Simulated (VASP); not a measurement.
A convergence study with VASP on Ca (fcc): a few settings are varied, all else stays as given below, so the limit is that of these other settings.

```
CELL_PARAMETERS angstrom
      0.00000     2.79000     2.79000
      2.79000     0.00000     2.79000
      2.79000     2.79000     0.00000
ATOMIC_POSITIONS crystal
  Ca 0.00000 0.00000 0.00000
```

All values below come from PBE GGA, VASP's PBE PAW potentials (set 64) (plane waves; VASP). The last row used: 550 eV cut-off, 19×19×19 Γ-centred mesh, second-order Methfessel-Paxton smearing of 0.40 eV, potentials Ca_sv.

| setting | E (eV/atom) | pressure (GPa) | irreducible k-points |
|---|---|---|---|
| ISMEAR = -1, SIGMA = 0.01, 6×6×6 mesh | -1.8998 | -0.68 | 16 |
| ISMEAR = -1, SIGMA = 0.1, 6×6×6 mesh | -1.9085 | -0.46 | 16 |
| ISMEAR = 0, SIGMA = 0.01, 6×6×6 mesh | ? | -0.69 | 16 |
| ISMEAR = 0, SIGMA = 0.1, 6×6×6 mesh | -1.9001 | -0.55 | 16 |
| ISMEAR = 1, SIGMA = 0.01, 6×6×6 mesh | -1.8994 | -0.71 | 16 |
| ISMEAR = 1, SIGMA = 0.2, 6×6×6 mesh | -1.9008 | -0.51 | 16 |
| ISMEAR = 2, SIGMA = 0.05, 6×6×6 mesh | -1.8997 | -0.69 | 16 |
| ISMEAR = 2, SIGMA = 0.2, 6×6×6 mesh | -1.8999 | -0.55 | 16 |
| ISMEAR = -1, SIGMA = 0.01, 13×13×13 mesh | -1.9273 | -0.48 | 84 |
| ISMEAR = -1, SIGMA = 0.2, 13×13×13 mesh | -1.9290 | -0.39 | 84 |
| ISMEAR = 0, SIGMA = 0.01, 13×13×13 mesh | -1.9273 | -0.48 | 84 |
| ISMEAR = 0, SIGMA = 0.2, 13×13×13 mesh | -1.9284 | -0.47 | 84 |
| ISMEAR = 1, SIGMA = 0.01, 13×13×13 mesh | -1.9273 | -0.49 | 84 |
| ISMEAR = 1, SIGMA = 0.4, 13×13×13 mesh | -1.9308 | -0.48 | 84 |
| ISMEAR = 2, SIGMA = 0.05, 13×13×13 mesh | -1.9273 | -0.48 | 84 |
| ISMEAR = 2, SIGMA = 0.4, 13×13×13 mesh | -1.9296 | -0.48 | 84 |
| ISMEAR = -1, SIGMA = 0.05, 19×19×19 mesh | -1.9275 | -0.47 | 220 |
| ISMEAR = -1, SIGMA = 0.2, 19×19×19 mesh | -1.9289 | -0.39 | 220 |
| ISMEAR = 0, SIGMA = 0.05, 19×19×19 mesh | -1.9273 | -0.47 | 220 |
| ISMEAR = 0, SIGMA = 0.2, 19×19×19 mesh | -1.9284 | -0.46 | 220 |
| ISMEAR = 1, SIGMA = 0.05, 19×19×19 mesh | -1.9273 | -0.47 | 220 |
| ISMEAR = 1, SIGMA = 0.4, 19×19×19 mesh | -1.9306 | -0.48 | 220 |
| ISMEAR = 2, SIGMA = 0.1, 19×19×19 mesh | -1.9272 | -0.46 | 220 |
| ISMEAR = 2, SIGMA = 0.4, 19×19×19 mesh | -1.9293 | -0.48 | 220 |

Q: What belongs in the gaps?

A: 
- ISMEAR = 0, SIGMA = 0.01, 6×6×6 mesh, E (eV/atom): -1.8995

Left out are rungs that failed or repeat a setting and relaxations that didn't move; long series are thinned to 24 rows.

The compound is Ca in the fcc structure. The cell was not relaxed at this level.
